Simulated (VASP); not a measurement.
Input:

```
CELL_PARAMETERS angstrom
     -1.94992     1.94992     1.94992
      1.94992    -1.94992     1.94992
      1.94992     1.94992    -1.94992
ATOMIC_POSITIONS crystal
  Ho 0.00000 0.00000 0.00000
```

Computed with PBEsol GGA, VASP's PBE PAW potentials (set 64) (plane waves; VASP 6.6.1). Numerical set-up: 400 eV cut-off, 12×12×12 Γ-centred mesh, first-order Methfessel-Paxton smearing of 0.10 eV, potentials Ho_3.

The 4f electrons are frozen in the core of the lanthanide potential, so 4f levels, which can set the real gap, and their magnetism are missing.

Estimate the energy per atom (σ→0), band gap (on the k-mesh) with the smallest direct gap where there is one.

The band gap (on the k-mesh) comes out as none (metal, semimetal or under 0.01 eV) and the energy per atom (σ→0) is -4.798 eV/atom.

The structure was generated: Ho was put into the bcc type (Im-3m), which need not be its known phase. It was relaxed first. The start is the result of an earlier pass.
